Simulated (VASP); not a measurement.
Here is the system:

```xyz
1
Lattice="-1.6167 1.6167 1.6167 1.6167 -1.6167 1.6167 1.6167 1.6167 -1.6167" Properties=species:S:1:pos:R:3 pbc="T T T"
Ta     0.0000     0.0000     0.0000
```

These are rev-vdW-DF2, VASP's PBE PAW potentials (set 64) (plane waves; VASP) values and carry that method's errors. Numerical set-up: 520 eV cut-off, 15×15×15 Γ-centred mesh, first-order Methfessel-Paxton smearing of 0.10 eV, potentials Ta_pv.

Question: Give the stress tensor in GPa (positive for a compressed cell).

Answer: 
```
13.56   0.00   0.00
 0.00  13.56   0.00
 0.00   0.00  13.56
```
The pressure is its mean diagonal, 13.56 GPa.

The compound is Ta in the bcc structure. This cell is one point of a volume scan, at 0.94 of the reference volume.
